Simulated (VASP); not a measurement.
Given:

```xyz
5
Lattice="1.9700 -3.4121 0.0000 1.9700 3.4121 0.0000 0.0000 0.0000 6.1300" Properties=species:S:1:pos:R:3 pbc="T T T"
La     1.9700     1.1374     1.5141
La     1.9700    -1.1374     4.6159
O      0.0000     0.0000     0.0000
O      1.9700     1.1374     3.9661
O      1.9700    -1.1374     2.1639
```

The numbers are results of PBEsol GGA, VASP's PBE PAW potentials (set 64) (plane waves; VASP 6.6.1), not measurements. Settings: 400 eV cut-off, 7×7×4 Γ-centred mesh, Fermi-Dirac smearing of 0.050 eV, potentials La O.

At this cut-off the stress carries a Pulay error, which pulls relaxed volumes low. Energy and stress use the plane-wave basis of the starting cell.

The ions, cell shape and volume are relaxed. Give the cell that the relaxation ends in.

```xyz
5
Lattice="1.9428 -3.3651 0.0000 1.9428 3.3651 0.0000 0.0000 0.0000 5.9693" Properties=species:S:1:pos:R:3 pbc="T T T"
La     1.9428     1.1217     1.4559
La     1.9428    -1.1217     4.5135
O      0.0000     0.0000     5.9693
O      1.9428     1.1217     3.8588
O      1.9428    -1.1217     2.1105
```
Space group P-3m1 (164), at a tolerance of 0.03 Å.

How do energy and volume change from the first to the last step?

The energy (σ→0) changes by -21.3 meV/atom and the volume by -5.3 %, in 11 ionic steps.

```json
[
 {"step": "1", "E(σ→0) (eV)": "-43.7208", "max force (eV/Å)": "0.085", "pressure (GPa)": "-7.70", "volume (Å³)": "82.41"},
 {"step": "2", "E(σ→0) (eV)": "-43.6105", "max force (eV/Å)": "1.000", "pressure (GPa)": "13.31", "volume (Å³)": "73.32"},
 {"step": "3", "E(σ→0) (eV)": "-43.8174", "max force (eV/Å)": "0.345", "pressure (GPa)": "-0.16", "volume (Å³)": "78.59"},
 {"step": "4", "E(σ→0) (eV)": "-43.8174", "max force (eV/Å)": "0.353", "pressure (GPa)": "-0.01", "volume (Å³)": "78.52"},
 {"step": "5", "E(σ→0) (eV)": "-43.8260", "max force (eV/Å)": "0.039", "pressure (GPa)": "0.01", "volume (Å³)": "78.21"},
 {"step": "6", "E(σ→0) (eV)": "-43.8263", "max force (eV/Å)": "0.035", "pressure (GPa)": "0.02", "volume (Å³)": "78.14"},
 {"step": "7", "E(σ→0) (eV)": "-43.8269", "max force (eV/Å)": "0.031", "pressure (GPa)": "-0.06", "volume (Å³)": "78.14"},
 {"step": "8", "E(σ→0) (eV)": "-43.8270", "max force (eV/Å)": "0.036", "pressure (GPa)": "-0.11", "volume (Å³)": "78.14"},
 {"step": "9", "E(σ→0) (eV)": "-43.8272", "max force (eV/Å)": "0.023", "pressure (GPa)": "0.13", "volume (Å³)": "78.02"},
 {"step": "10", "E(σ→0) (eV)": "-43.8272", "max force (eV/Å)": "0.022", "pressure (GPa)": "0.12", "volume (Å³)": "78.01"},
 {"step": "11", "E(σ→0) (eV)": "-43.8273", "max force (eV/Å)": "0.009", "pressure (GPa)": "0.01", "volume (Å³)": "78.05"}
]
```

The structure is a typed La2O3 crystal. This run relaxes it. Symmetry was kept, so distortions that lower it aren't found. The run is one of a series of settings (EDIFFG = -0.01, IBRION = 2, ISIF = 3, NSW = 50 against the base run), some of them coarse on purpose.
